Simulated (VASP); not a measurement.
# ZnSe (Stilleite): GW quasiparticle gap, part 3 of 3

Aim: the quasiparticle gap of ZnSe (Stilleite), and what it costs to get it. The cell is of the zinc-blende type, one of the forms listed for this formula. The start is a cell from a database of measured crystal structures.

VASP 6.6.1, plane waves and PAW; the level of theory is named at each step.

So far, quasiparticle gap on the mesh (eV): step 4 (G0W0, ENCUTGW 100, bands in the sums 104) 2.45; step 6 (G0W0, ENCUTGW 140, bands in the sums 176) 2.45.

### 8. G0W0, ENCUTGW 180, bands in the sums 256

This step: G0W0 on PBE; plane waves and PAW (Zn_GW, Se_GW) (VASP 6.6.1).

ENCUTGW rises to 180 eV and the bands with it, to about the number of plane waves under that cutoff.

Input file INCAR:

```
SYSTEM = ZnSe
PREC = Accurate
ENCUT = 350
ISMEAR = 0
SIGMA = 0.01
LREAL = .FALSE.
GGA = PE
NBANDS = 256
ALGO = EVGW0
NELMGW = 1
ENCUTGW = 180
NOMEGA = 48
PRECFOCK = Fast
NBANDSGW = 24
LWAVE = .FALSE.
LCHARG = .FALSE.
```

Input file POSCAR:

```
ZnSe
1.0
    0.0000000000      2.8338000000      2.8338000000
    2.8338000000      0.0000000000      2.8338000000
    2.8338000000      2.8338000000      0.0000000000
Zn Se
1 1
Direct
    0.0000000000      0.0000000000      0.0000000000
    0.2500000000      0.2500000000      0.2500000000
```

Input file KPOINTS:

```
Automatic mesh
0
Gamma
6 6 6
0 0 0
```

PAW data sets: Zn_GW and Se_GW (PBE family, release 64).

Command:

```sh
$ mpirun -np 8 vasp_std
```

The program printed:

```text
[banner, memory and clock lines left out]
running    8 mpi-ranks, on    1 nodes
[...]
[... a notice as in an earlier step ...]

|                                                                             |
|           W    W    AA    RRRRR   N    N  II  N    N   GGGG   !!!           |
|           W    W   A  A   R    R  NN   N  II  NN   N  G    G  !!!           |
|           W    W  A    A  R    R  N N  N  II  N N  N  G       !!!           |
|           W WW W  AAAAAA  RRRRR   N  N N  II  N  N N  G  GGG   !            |
|           WW  WW  A    A  R   R   N   NN  II  N   NN  G    G                |
|           W    W  A    A  R    R  N    N  II  N    N   GGGG   !!!           |
|                                                                             |
|     The default for ENCUTGWSOFT is different in this version of VASP.       |
|     please manually set ENCUTGWSOFT =180 in the INCAR file.                 |
|                                                                             |

[...]
total number of BLAS operations      12953.30 Gflops
NQ=  12   -0.3333    0.3333    0.0000,
|.........|.........|.........|.........|.........|.........|.........|.........
 performed      28329000 updates of chi_q(r,r)
 total number of BLAS operations      14239.19 Gflops
NQ=  13    0.5000    0.5000    0.0000,
|.........|.........|.........|.........|.........|.........|.........|.........
 performed      29854000 updates of chi_q(r,r)
 total number of BLAS operations      15026.58 Gflops
NQ=  14    0.5000    0.3333    0.1667,
|.........|.........|.........|.........|.........|.........|.........|.........
 performed      33271000 updates of chi_q(r,r)
 total number of BLAS operations      16721.91 Gflops
NQ=  15   -0.3333    0.3333    0.1667,
|.........|.........|.........|.........|.........|.........|.........|.........
 performed      36492000 updates of chi_q(r,r)
 total number of BLAS operations      18332.57 Gflops
NQ=  16   -0.3333    0.5000    0.1667,
|.........|.........|.........|.........|.........|.........|.........|.........
 performed      39160000 updates of chi_q(r,r)
 total number of BLAS operations      19603.48 Gflops
 resolving degeneracies of screened two electron integrals

 calculate QP shifts <psi_nk| G(iteration)W_0 |psi_nk>: iteration 1
 entering main loop
[key lines of the parts left out:]
E-fermi :   3.2869
```

Run time: 3.3 min. Hardware: 8 MPI ranks of Intel Xeon Platinum 8488C (Sapphire Rapids), shared host; peak memory 2.8 GiB.

Parts of OUTCAR (step 8):

```text
 QP shifts <psi_nk| G(iteration)W_0 |psi_nk>: iteration 1
 for sc-GW calculations column KS-energies equals QP-energies in previous step
 and V_xc(KS)=  KS-energies - (<T + V_ion + V_H > + <T+V_H+V_ion>^1  + <V_x>^1)
 k-point   1 :       0.0000    0.0000    0.0000
  band No.  KS-energies  QP-energies   sigma(KS)   V_xc(KS)     V^pw_x(r,r')   Z            occupation Imag(sigma)
    ...
      6      -3.5234      -5.1050     -22.8399     -20.5044     -31.9437       0.6772       2.0000       0.1604
      7       2.6485       1.7895     -14.6981     -13.5685     -16.4610       0.7604       2.0000       0.0130
      8       2.6485       1.7895     -14.6981     -13.5685     -16.4610       0.7604       2.0000       0.0130
      9       2.6485       1.7895     -14.6981     -13.5685     -16.4610       0.7604       2.0000       0.0130
     10       3.9253       4.2330      -9.9619     -10.3520      -6.3443       0.7885       0.0000      -0.1423
     11       8.4461       8.6585      -9.4834      -9.7583      -5.0898       0.7728       0.0000      -0.1232
     12       8.4461       8.6585      -9.4834      -9.7583      -5.0898       0.7728       0.0000      -0.1232
     13       8.4461       8.6585      -9.4834      -9.7583      -5.0898       0.7728       0.0000      -0.1232
    ...

[... 1 part as in an earlier step ...]

[... 2 further parts left out ...]
[key lines of the parts left out:]
E-fermi :   3.2869
```

The gap is now 2.443 eV, -11 meV against the GW run before. Spin-orbit coupling is left out.

### 9. Empty bands

This step: PBE; plane waves and PAW (Zn_GW, Se_GW) (VASP 6.6.1).

The empty bands are made again, for the run that follows.

Input file INCAR:

```
SYSTEM = ZnSe
PREC = Accurate
ENCUT = 350
ISMEAR = 0
SIGMA = 0.01
LREAL = .FALSE.
GGA = PE
NBANDS = 344
ALGO = Exact
NELM = 1
LWAVE = .TRUE.
LCHARG = .FALSE.
LOPTICS = .TRUE.
NEDOS = 1000
CSHIFT = 0.1
```

POSCAR is that of step 8.

KPOINTS is that of step 8.

Command:

```sh
$ mpirun -np 8 vasp_std
```

The program printed:

```text
[banner, memory and clock lines left out]
running    8 mpi-ranks, on    1 nodes
[...]
[... a notice as in an earlier step ...]

 LDA part: xc-table for (Slater+PW92), standard interpolation
 found WAVECAR, reading the header
  number of bands has changed, file:    15 present:   344
  trying to continue reading WAVECAR, but it might fail
 POSCAR, INCAR and KPOINTS ok, starting setup
[...]
reading WAVECAR
 random initialization beyond band           15
 the WAVECAR file was read successfully
 initial charge from wavefunction
 entering main loop
       N       E                     dE             d eps       ncg     rms          rms(c)
[... 1 cycle as in an earlier step ...]
   1 F= -.60170029E+01 E0= -.60170029E+01  d E =-.294970E-32
 writing wavefunctions
 optical routines
 imaginary and real dielectric function
 recalculating local potential from charge density
 direction            1
 direction            2
 direction            3
```

It took 4 s on 8 MPI ranks; peak memory 1.1 GiB.

Parts of OUTCAR (step 9):

```text
[... 5 parts as in an earlier step ...]

[... 2 further parts left out ...]
[key lines of the parts left out:]
E-fermi :   2.7294
```

WAVECAR now holds 344 bands for 18 electrons.

### 10. G0W0, ENCUTGW 220, bands in the sums 344

This step: G0W0 on PBE; plane waves and PAW (Zn_GW, Se_GW) (VASP 6.6.1).

ENCUTGW rises to 220 eV and the bands with it, to about the number of plane waves under that cutoff.

Input file INCAR:

```
SYSTEM = ZnSe
PREC = Accurate
ENCUT = 350
ISMEAR = 0
SIGMA = 0.01
LREAL = .FALSE.
GGA = PE
NBANDS = 344
ALGO = EVGW0
NELMGW = 1
ENCUTGW = 220
NOMEGA = 48
PRECFOCK = Fast
NBANDSGW = 24
LWAVE = .FALSE.
LCHARG = .FALSE.
```

POSCAR is that of step 9.

KPOINTS is that of step 9.

Command:

```sh
$ mpirun -np 8 vasp_std
```

The program printed:

```text
[banner, memory and clock lines left out]
running    8 mpi-ranks, on    1 nodes
[...]
[... a notice as in an earlier step ...]

|                                                                             |
|           W    W    AA    RRRRR   N    N  II  N    N   GGGG   !!!           |
|           W    W   A  A   R    R  NN   N  II  NN   N  G    G  !!!           |
|           W    W  A    A  R    R  N N  N  II  N N  N  G       !!!           |
|           W WW W  AAAAAA  RRRRR   N  N N  II  N  N N  G  GGG   !            |
|           WW  WW  A    A  R   R   N   NN  II  N   NN  G    G                |
|           W    W  A    A  R    R  N    N  II  N    N   GGGG   !!!           |
|                                                                             |
|     The default for ENCUTGWSOFT is different in this version of VASP.       |
|     please manually set ENCUTGWSOFT =220 in the INCAR file.                 |
|                                                                             |

[...]
total number of BLAS operations      31106.51 Gflops
NQ=  12   -0.3333    0.3333    0.0000,
|.........|.........|.........|.........|.........|.........|.........|.........
 performed      38213000 updates of chi_q(r,r)
 total number of BLAS operations      34556.12 Gflops
NQ=  13    0.5000    0.5000    0.0000,
|.........|.........|.........|.........|.........|.........|.........|.........
 performed      40275000 updates of chi_q(r,r)
 total number of BLAS operations      36485.59 Gflops
NQ=  14    0.5000    0.3333    0.1667,
|.........|.........|.........|.........|.........|.........|.........|.........
 performed      44879000 updates of chi_q(r,r)
 total number of BLAS operations      40595.20 Gflops
NQ=  15   -0.3333    0.3333    0.1667,
|.........|.........|.........|.........|.........|.........|.........|.........
 performed      49219000 updates of chi_q(r,r)
 total number of BLAS operations      44752.40 Gflops
NQ=  16   -0.3333    0.5000    0.1667,
|.........|.........|.........|.........|.........|.........|.........|.........
 performed      52816000 updates of chi_q(r,r)
 total number of BLAS operations      48158.25 Gflops
 resolving degeneracies of screened two electron integrals

 calculate QP shifts <psi_nk| G(iteration)W_0 |psi_nk>: iteration 1
 entering main loop
[key lines of the parts left out:]
E-fermi :   3.2869
```

Wall time 5.8 min (8 MPI ranks); peak memory 3.5 GiB.

From OUTCAR (step 10):

```text
 QP shifts <psi_nk| G(iteration)W_0 |psi_nk>: iteration 1
 for sc-GW calculations column KS-energies equals QP-energies in previous step
 and V_xc(KS)=  KS-energies - (<T + V_ion + V_H > + <T+V_H+V_ion>^1  + <V_x>^1)
 k-point   1 :       0.0000    0.0000    0.0000
  band No.  KS-energies  QP-energies   sigma(KS)   V_xc(KS)     V^pw_x(r,r')   Z            occupation Imag(sigma)
    ...
      6      -3.5234      -5.0780     -22.8012     -20.5044     -31.9437       0.6769       2.0000       0.1718
      7       2.6485       1.7416     -14.7619     -13.5685     -16.4610       0.7600       2.0000      -0.0086
      8       2.6485       1.7416     -14.7619     -13.5685     -16.4610       0.7600       2.0000      -0.0086
      9       2.6485       1.7416     -14.7619     -13.5685     -16.4610       0.7600       2.0000      -0.0086
     10       3.9253       4.1799     -10.0292     -10.3520      -6.3443       0.7885       0.0000      -0.1451
     11       8.4461       8.6307      -9.5192      -9.7583      -5.0898       0.7723       0.0000      -0.1344
     12       8.4461       8.6307      -9.5192      -9.7583      -5.0898       0.7723       0.0000      -0.1344
     13       8.4461       8.6307      -9.5192      -9.7583      -5.0898       0.7723       0.0000      -0.1344
    ...

[... 1 part as in an earlier step ...]

[... 2 further parts left out ...]
[key lines of the parts left out:]
E-fermi :   3.2869
```

The gap is now 2.438 eV, -5 meV against the GW run before. Spin-orbit coupling is left out.

### 11. Summary

This step: GW series: G0W0 on PBE; plane waves and PAW (VASP 6.6.1).

No new run; the numbers come from the runs before.

Numbers from this step:

```yaml
gap_extrapolated_to_a_complete_basis: 2.422 eV
direct_gap_extrapolated_to_a_complete_basis: 2.422 eV
```

Cost is wall time times ranks on a shared host, with the step that makes the empty bands. GW runs:

```
level  bands  ENCUTGW (eV)  NOMEGA  k mesh  starting gap (eV)  quasiparticle gap (eV)  direct gap (eV)  cost (core minutes)
 G0W0    104           100      48   6x6x6              1.277                   2.451            2.451                12.45
 G0W0    176           140      48   6x6x6              1.277                   2.454            2.454                18.36
 G0W0    256           180      48   6x6x6              1.277                   2.443            2.443                26.67
 G0W0    344           220      48   6x6x6              1.277                   2.438            2.438                47.08
```

### 12. Results

| Property | Result |
| --- | --- |
| G0W0 on PBE, 344 bands, ENCUTGW 220 eV, NOMEGA 48, mesh 6×6×6 | 1.277 → 2.438 eV |
| G0W0 on PBE, 104 bands, ENCUTGW 100 eV, NOMEGA 48, mesh 6×6×6 | 1.277 → 2.452 eV |
| gap at a complete basis (linear in ENCUTGW^-3/2) | 2.42 eV |

**Reading.** G0W0 gives a quasiparticle gap of 2.438 eV on the mesh, 1.16 eV over the PBE gap on the same mesh. On mesh and path the starting valence top lies at Γ and the conduction bottom at Γ, so the starting gap is direct. Both points lie on the GW mesh. The steps of the series move the gap by +3, -11, -5 meV; the last costs 1.8 times the one before. The last step lies within a tolerance of 30 meV, picked for this account, and the last two together move the gap by -16 meV. Extrapolated from the last three points to a complete basis, the gap is 2.42 eV, -17 meV from the dearest run. The extrapolation removes the error of the response basis alone, at this mesh, ENCUT and data set. In Zn_GW the d shell is in the valence without all the semicore s and p states of the same shell; those stay frozen in the core, and how far that moves the GW gap wasn't tested here. Spin-orbit coupling is left out; with Zn and Se in the cell it can split or shift band edges, by an amount that depends on which atoms form them and isn't tested here. Not tabulated here, as repeats of values shown or as unfit to read for their mesh, reference level or band range: eps2 curves (empty bands); eps1 curves and static values (empty bands); gaps (empty bands).

[Lines on the potential files, build, host, timing and source positions are cut from VASP's logs without a mark.]

[Logs are printed without paths, hosts, clocks, repeated set-up lines and the standing remarks that a program may print on its own settings, such as how far it seeks lower states.]

[Hosts, paths, dates, database ids (printed as entryN), source tags and the programs' standing remarks are cut or masked in the printed files.]

[Pressures printed for these runs are not shown converged in the cutoff: they can be off by several GPa and have the wrong sign.]
